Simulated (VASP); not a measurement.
OSZICAR of a VASP run on PbTe (rock salt):

File OSZICAR:
```
       N       E                     dE             d eps       ncg     rms          rms(c)
DAV:   1     0.155248920893E+03    0.15525E+03   -0.92554E+03   560   0.139E+03
DAV:   2     0.420620638354E+01   -0.15104E+03   -0.14879E+03   584   0.336E+02
DAV:   3    -0.676677095889E+01   -0.10973E+02   -0.10666E+02   752   0.984E+01
DAV:   4    -0.704260481995E+01   -0.27583E+00   -0.27574E+00   620   0.194E+01
DAV:   5    -0.705526506272E+01   -0.12660E-01   -0.12660E-01   792   0.378E+00    0.308E+00
DAV:   6    -0.691852048708E+01    0.13674E+00   -0.33759E-01   734   0.433E+00    0.191E+00
DAV:   7    -0.691722317471E+01    0.12973E-02   -0.10280E-01   680   0.176E+00    0.926E-01
DAV:   8    -0.692093273524E+01   -0.37096E-02   -0.12824E-02   584   0.133E+00    0.163E-01
DAV:   9    -0.692080188537E+01    0.13085E-03   -0.15517E-03   820   0.477E-01    0.773E-02
DAV:  10    -0.692091913803E+01   -0.11725E-03   -0.25386E-04   578   0.117E-01    0.210E-02
DAV:  11    -0.692093660513E+01   -0.17467E-04   -0.78202E-05   646   0.904E-02    0.151E-02
DAV:  12    -0.692093660351E+01    0.16212E-08   -0.41811E-06   728   0.132E-02    0.136E-02
DAV:  13    -0.692093572889E+01    0.87462E-06   -0.25290E-06   584   0.108E-02    0.480E-03
DAV:  14    -0.692093587612E+01   -0.14722E-06   -0.96480E-07   722   0.923E-03    0.476E-03
DAV:  15    -0.692093604410E+01   -0.16798E-06   -0.15002E-07   454   0.299E-03    0.857E-04
DAV:  16    -0.692093615352E+01   -0.10942E-06   -0.16270E-08   298   0.814E-04    0.101E-03
DAV:  17    -0.692093612327E+01    0.30250E-07   -0.30788E-09   292   0.513E-04
   1 F= -.69209361E+01 E0= -.69209361E+01  d E =-.795909E-15
```

Problem. Which electronic solver shows in the log?

Solution. It is blocked Davidson (ALGO = Normal, or the opening steps of other solvers). The INCAR had ALGO = Normal.

Problem. Can the final energy be trusted as converged?

Solution. Self-consistency was reached. It stopped with EDIFF = 1E-7, NELM = 100 (revPBE GGA, plane waves, VASP's PBE PAW potentials (set 64)).

The compound is PbTe in the rock salt structure. This cell is one point of a volume scan, at 0.97 of the reference volume.
